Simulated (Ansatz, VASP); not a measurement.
# B4Ru: VASP beside Ansatz

```
CELL_PARAMETERS angstrom
-2.36234 2.36234 2.36234
2.36234 -2.36234 2.36234
2.36234 2.36234 -2.36234
ATOMIC_POSITIONS crystal
B 0.50000 0.50000 0.50000
B 0.50000 0.00000 0.00000
B 0.00000 0.00000 0.50000
B 0.00000 0.50000 0.00000
Ru 0.00000 0.00000 0.00000
```

Change from the starting cell: species swapped into the Hg4Pt type (Im-3m, No. 229).

Alike in both runs: task relaxation of cell and atoms; functional PBE; k mesh 12 × 12 × 12; occupations gaussian, width 0.1 eV; no spin polarisation.

|  | VASP | Ansatz |
| --- | --- | --- |
| version | VASP 6.6.1 | Ansatz 0.2.0 |
| potentials or method | VASP PAW PBE potentials, release 64 (B, Ru_pv) | scalar-relativistic, plane waves, PAW |
| plane-wave cutoff (eV) | 600 | 420 |
| valence electrons in the cell | 26 | 28 |

|  | VASP | Ansatz | Ansatz less VASP |
| --- | --- | --- | --- |
| gap on the k mesh at the Fermi level, each at its own relaxed structure (eV) | none | none | - |
| relaxed volume (Å³/atom) | 10.55 | 10.55 | 0.000 |
| relaxed cell length with the largest relative difference (Å) | 4.092 | 4.092 | 0.0000 |

A gap of «none» marks a metal or a gap that the smearing closes. The two sets of potentials don't hold the same shells in valence.

Caveats: the relaxation stopped at its first step, so nothing moved.
